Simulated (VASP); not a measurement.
Computed with PBE GGA + U (Dudarev), VASP's PBE PAW potentials (set 64) (plane waves; VASP).

A VASP calculation is set up with these files.

File KPOINTS:
```
Automatic mesh
0
Gamma
13 13 13
0 0 0
```

### POSCAR
```
TiC
1.0
  0.0000000000   2.1650000000   2.1650000000
  2.1650000000   0.0000000000   2.1650000000
  2.1650000000   2.1650000000   0.0000000000
Ti C
1 1
direct
  0.0000000000   0.0000000000   0.0000000000
  0.5000000000   0.5000000000   0.5000000000
```

### INCAR
```
# general
SYSTEM     =  TiC
PREC       =  Accurate
ENCUT      =  520
LREAL      =  .FALSE.
LASPH      =  .TRUE.   # aspherical one-centre terms

# electronic loop
EDIFF      =  1E-6   # SCF stop (eV)
NELM       =  100
ALGO       =  Normal
LMAXMIX    =  4   # l cut-off of mixed one-centre charges

# smearing
ISMEAR     =  1   # Methfessel-Paxton
SIGMA      =  0.1

# functional
GGA        =  PE   # PBE

# DFT+U
LDAU       =  .TRUE.
LDAUTYPE   =  2   # Dudarev
LDAUL      =  2 -1
LDAUU      =  3.0 0
LDAUJ      =  0 0
LDAUPRINT  =  1

# ions
ISIF       =  2   # forces and stress, cell fixed

# output
LWAVE      =  .FALSE.
LCHARG     =  .FALSE.
LORBIT     =  10
```

POTCAR, in this order: Ti_sv C (PBE.64 set). Program: vasp_std.

Output

**OSZICAR**
```
       N       E                     dE             d eps       ncg     rms          rms(c)
DAV:   1     0.117915769506E+03    0.11792E+03   -0.84843E+03  2016   0.160E+03
DAV:   2    -0.126317453598E+02   -0.13055E+03   -0.12438E+03  2084   0.378E+02
DAV:   3    -0.223435191052E+02   -0.97118E+01   -0.93169E+01  2624   0.979E+01
DAV:   4    -0.228282950343E+02   -0.48478E+00   -0.48431E+00  2700   0.209E+01
DAV:   5    -0.228410131689E+02   -0.12718E-01   -0.12717E-01  2736   0.308E+00    0.187E+01
DAV:   6    -0.168284147561E+02    0.60126E+01   -0.33757E+01  2456   0.727E+01    0.642E+00
DAV:   7    -0.164652166335E+02    0.36320E+00   -0.36398E+00  2464   0.249E+01    0.442E+00
DAV:   8    -0.164430543507E+02    0.22162E-01   -0.17159E-01  2184   0.568E+00    0.220E+00
DAV:   9    -0.164664829978E+02   -0.23429E-01   -0.13807E-01  2344   0.415E+00    0.109E+00
DAV:  10    -0.164596528793E+02    0.68301E-02   -0.22126E-02  2516   0.235E+00    0.522E-01
DAV:  11    -0.164582189771E+02    0.14339E-02   -0.57230E-03  2320   0.109E+00    0.833E-02
DAV:  12    -0.164581933174E+02    0.25660E-04   -0.33639E-04  2384   0.251E-01    0.347E-02
DAV:  13    -0.164581795088E+02    0.13809E-04   -0.51396E-05  2708   0.116E-01    0.900E-03
DAV:  14    -0.164581788658E+02    0.64309E-06   -0.29302E-06  2216   0.221E-02
   1 F= -.16458179E+02 E0= -.16458057E+02  d E =-.366740E-03
```

File OUTCAR:
```
------------------------ aborting loop because EDIFF is reached ----------------------------------------
  FORCE on cell =-STRESS in cart. coord.  units (eV):
  Direction    XX          YY          ZZ          XY          YZ          ZX
  --------------------------------------------------------------------------------------
  Total        1.1642915      1.1642915      1.1642915      0.0000000      0.0000000      0.0000000
  in kB       91.9112382     91.9112382     91.9112382      0.0000000      0.0000000      0.0000000
  external PRESSURE =      91.9112382 kB  Pullay stress =       0.0000000 kB
  volume of cell :       20.30
      direct lattice vectors                 reciprocal lattice vectors
     0.000000000  2.165000000  2.165000000    -0.230946882  0.230946882  0.230946882
     2.165000000  0.000000000  2.165000000     0.230946882 -0.230946882  0.230946882
     2.165000000  2.165000000  0.000000000     0.230946882  0.230946882 -0.230946882
 POSITION                                       TOTAL-FORCE (eV/Angst)
 -----------------------------------------------------------------------------------
      0.00000      0.00000      0.00000        -0.000000     -0.000000      0.000000
      2.16500      2.16500      2.16500         0.000000      0.000000     -0.000000
 -----------------------------------------------------------------------------------
    total drift:                                0.000000     -0.000000     -0.000000
  FREE ENERGIE OF THE ION-ELECTRON SYSTEM (eV)
  ---------------------------------------------------
  free  energy   TOTEN  =       -16.4581788658 eV

  energy  without entropy=      -16.4578121258  energy(sigma->0) =      -16.45805662

 total charge

# of ion       s       p       d       tot
------------------------------------------
    1        2.209   6.266   1.842  10.317
    2        0.891   1.536   0.000   2.427
--------------------------------------------------
tot          3.100   7.802   1.842  12.744
```
(Selected blocks of OUTCAR.)

The compound is TiC in the rock salt structure. The cell was not relaxed at this level. The run is one of a series of settings (LDAU = .TRUE., LDAUJ = 0 0, LDAUL = 2 -1, LDAUTYPE = 2, LDAUU = 3.0 0 against the base run), some of them coarse on purpose.
